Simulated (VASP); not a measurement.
Output of a VASP run:

File OUTCAR:
```
 ion  position               nearest neighbor table
   1  0.000  0.000  0.000-   2 2.63   2 2.63   2 2.63   2 2.63
   2  0.250  0.250  0.250-   1 2.63   1 2.63   1 2.63   1 2.63
  LATTYP: Found a face centered cubic cell.
 ALAT       =     6.0687560000
 Subroutine PRICEL returns:
 Original cell was already a primitive cell.
 Subroutine GETGRP returns: Found 24 space group operations
The static configuration has the point symmetry T_d .
The dynamic configuration has the point symmetry T_d .
 Subroutine INISYM returns: Found 24 space group operations
 Subroutine IBZKPT returns following result:
 Found      4 irreducible k-points:

 Following reciprocal coordinates:
            Coordinates               Weight
  0.000000  0.000000  0.000000      1.000000
  0.333333  0.000000  0.000000      8.000000
  0.333333  0.333333  0.000000      6.000000
 -0.333333  0.333333  0.000000     12.000000
 Subroutine IBZKPT_HF returns following result:
   k-points           NKPTS =      4   k-points in BZ     NKDIM =     27   number of bands    NBANDS=     13
   number of dos      NEDOS =    301   number of ions     NIONS =      2
   total plane-waves  NPLWV =  13824
   dimension x,y,z NGX =    24 NGY =   24 NGZ =   24
   dimension x,y,z NGXF=    48 NGYF=   48 NGZF=   48
   ions per type =               1   1
   PREC   = accura    normal or accurate (medium, high low for compatibility)
   ISTART =      0    job   : 0-new  1-cont  2-samecut
   ICHARG =      2    charge: 1-file 2-atom 10-const
   ISPIN  =      1    spin polarized calculation?
   LNONCOLLINEAR =      F non collinear calculations
   LSORBIT =      F    spin-orbit coupling
   INIWAV =      1    electr: 0-lowe 1-rand  2-diag
   ENCUT  =  300.0 eV  22.05 Ry    4.70 a.u.   6.06  6.06  6.06*2*pi/ulx,y,z
   NELM   =    100;   NELMIN=  2; NELMDL= -5     # of ELM steps
   EDIFF  = 0.1E-05   stopping-criterion for ELM
   LREAL  =      F    real-space projection
   NLSPLINE    = F    spline interpolate recip. space projectors
   LMAXMIX     =    4 max onsite mixed and CHGCAR
   VOSKOWN=      0    Vosko Wilk Nusair interpolation
   EDIFFG = 0.1E-04   stopping-criterion for IOM
   NSW    =      0    number of steps for IOM
   NBLOCK =      1;   KBLOCK =      1    inner block; outer block
   IBRION =     -1    ionic relax: 0-MD 1-quasi-New 2-CG
   NFREE  =      0    steps in history (QN), initial steepest desc. (CG)
   ISIF   =      2    stress and relaxation
   ISYM   =      3    0-nonsym 1-usesym 2-fastsym
   TEIN   =    0.0    initial temperature
   TEBEG  =    0.0;   TEEND  =   0.0 temperature during run
   SMASS  =  -3.00    Nose mass-parameter (am)
   PSTRESS=    0.0 pullay stress
   NELECT =      18.0000    total number of electrons
   EFERMI =   0.00;   METHOD = LEGACY
   ISMEAR =     0;   SIGMA  =   0.02  broadening in eV -4-tet -1-fermi 0-gaus
   IALGO  =     38    algorithm
   LDIAG  =      T    sub-space diagonalisation (order eigenvalues)
   IMIX   =      1    mixing-type and parameters
     AMIX     =   0.40;   BMIX     =  1.00
     AMIX_MAG =   1.60;   BMIX_MAG =  1.00
     AMIN     =   0.10
   GGA     = PE    functional components
   VOSKOWN =     0    Vosko Wilk Nusair interpolation
   LHFCALC =     T    Hartree Fock is set to
   NKREDX  =     1    reduce k-point grid by
   AEXX    =    0.2500 exact exchange contribution
   HFSCREEN=    0.0000 screening length (either q_TF or 0.3 A-1)
   HFRCUT  =   -1.0000 spherical cutoff for potential kernel
   AGGAX   =    0.7500 GGA exchange part
   ALDAC   =    1.0000 LDA correlation
   AGGAC   =    1.0000 GGA correlation
  energy-cutoff  :      300.00
  volume of cell :       55.88
      direct lattice vectors                 reciprocal lattice vectors
     0.000000000  3.034378000  3.034378000    -0.164778416  0.164778416  0.164778416
     3.034378000  0.000000000  3.034378000     0.164778416 -0.164778416  0.164778416
     3.034378000  3.034378000  0.000000000     0.164778416  0.164778416 -0.164778416
 k-point     1 :   0.0000 0.0000 0.0000  plane waves:     645
 k-point     2 :   0.3333 0.0000 0.0000  plane waves:     658
 k-point     3 :   0.3333 0.3333 0.0000  plane waves:     644
...
```

File OSZICAR:
```
       N       E                     dE             d eps       ncg     rms          rms(c)
DAV:   1    -0.152435408837E+04   -0.15244E+04   -0.59198E+03   104   0.938E+02
DAV:   2    -0.161404015123E+04   -0.89686E+02   -0.86130E+02   109   0.236E+02
DAV:   3    -0.161998638294E+04   -0.59462E+01   -0.59173E+01   139   0.649E+01
DAV:   4    -0.162015706568E+04   -0.17068E+00   -0.17058E+00   141   0.119E+01
DAV:   5    -0.666666888352E+01    0.16135E+04   -0.91983E+00   119   0.704E+01    0.487E+00
DAV:   6    -0.689334032926E+01   -0.22667E+00   -0.10040E+00   129   0.197E+01    0.466E+00
DAV:   7    -0.686136374018E+01    0.31977E-01   -0.15962E-01   134   0.164E+01    0.276E+00
DAV:   8    -0.686492748643E+01   -0.35637E-02   -0.25643E-02   161   0.176E+00    0.183E+00
DAV:   9    -0.686314893160E+01    0.17786E-02   -0.52344E-03   134   0.289E+00    0.111E+00
DAV:  10    -0.686310956726E+01    0.39364E-04   -0.97189E-04   129   0.231E-01    0.602E-01
DAV:  11    -0.686311844979E+01   -0.88825E-05   -0.27484E-04   153   0.458E-01    0.312E-01
DAV:  12    -0.686315937569E+01   -0.40926E-04   -0.63601E-05   119   0.706E-02    0.178E-01
DAV:  13    -0.686318850022E+01   -0.29125E-04   -0.23504E-05   127   0.680E-02    0.999E-02
DAV:  14    -0.686320704935E+01   -0.18549E-04   -0.78305E-06   124   0.285E-02    0.541E-02
DAV:  15    -0.686321766805E+01   -0.10619E-04   -0.39684E-06   124   0.189E-02    0.301E-02
DAV:  16    -0.686322343923E+01   -0.57712E-05   -0.18489E-06   111   0.105E-02    0.173E-02
DAV:  17    -0.686322653541E+01   -0.30962E-05   -0.83977E-07    95   0.686E-03    0.101E-02
DAV:  18    -0.686322815037E+01   -0.16150E-05   -0.46638E-07    92   0.540E-03    0.579E-03
DAV:  19    -0.686322896938E+01   -0.81901E-06   -0.24651E-07    82   0.467E-03
   1 F= -.68632290E+01 E0= -.68632290E+01  d E =-.308852E-13
```

File OUTCAR:
```
------------------------ aborting loop because EDIFF is reached ----------------------------------------
  FORCE on cell =-STRESS in cart. coord.  units (eV):
  Direction    XX          YY          ZZ          XY          YZ          ZX
  --------------------------------------------------------------------------------------
  Total        0.2434050      0.2434050      0.2434050      0.0000000     -0.0000000      0.0000000
  in kB        6.9791264      6.9791264      6.9791264      0.0000000     -0.0000000      0.0000000
  external PRESSURE =       6.9791264 kB  Pullay stress =       0.0000000 kB
  volume of cell :       55.88
      direct lattice vectors                 reciprocal lattice vectors
     0.000000000  3.034378000  3.034378000    -0.164778416  0.164778416  0.164778416
     3.034378000  0.000000000  3.034378000     0.164778416 -0.164778416  0.164778416
     3.034378000  3.034378000  0.000000000     0.164778416  0.164778416 -0.164778416
  FREE ENERGIE OF THE ION-ELECTRON SYSTEM (eV)
  ---------------------------------------------------
  free  energy   TOTEN  =        -6.8632289694 eV

  energy  without entropy=       -6.8632289694  energy(sigma->0) =       -6.86322897

  exchange ACFDT corr.  =         0.00000000  see jH, gK, PRB 81, 115126
```
(Selected blocks of OUTCAR.)

POSCAR:
```
CuI
1
    0.0000000000     3.0343780000     3.0343780000
    3.0343780000     0.0000000000     3.0343780000
    3.0343780000     3.0343780000     0.0000000000
Cu I
1 1
Direct
  0.0000000000   0.0000000000   0.0000000000
  0.2500000000   0.2500000000   0.2500000000
```

Task: Reconstruct the remaining input files.

Result: One answer among several that fit: the input of the run itself, PBE0 hybrid, plane waves, VASP's PBE PAW potentials (set 64).

**INCAR**
```
! general
SYSTEM   = CuI
PREC     = Accurate
ENCUT    = 300
LREAL    = F
LASPH    = T
ISYM     = 3

! electronic loop
EDIFF    = 1E-6
NELM     = 100
ALGO     = Normal
LMAXMIX  = 4

! smearing
ISMEAR   = 0
SIGMA    = 0.02

! functional
GGA      = PE
LHFCALC  = T
AEXX     = 0.25
HFRCUT   = -1
PRECFOCK = Fast

! ions
ISIF     = 2

! output
LWAVE    = F
LCHARG   = F
```

KPOINTS:
```
Automatic mesh
0
Gamma
3 3 3
0 0 0
```

POTCAR, in this order: Cu I (PBE.64 set). Program: vasp_std.

At this cut-off the stress carries a Pulay error, which pulls relaxed volumes low.

The structure is a typed CuI crystal. The cell was not relaxed at this level. The k-mesh is coarse (spacing up to 0.60 per Å, 2π included), so the numbers may not be converged in it. The run is one of a series of settings (AEXX = 0.25, HFRCUT = -1, ISYM = 3, LHFCALC = .TRUE., PRECFOCK = Fast, KPOINTS 3×3×3 Γ-centred mesh against the base run), some of them coarse on purpose.
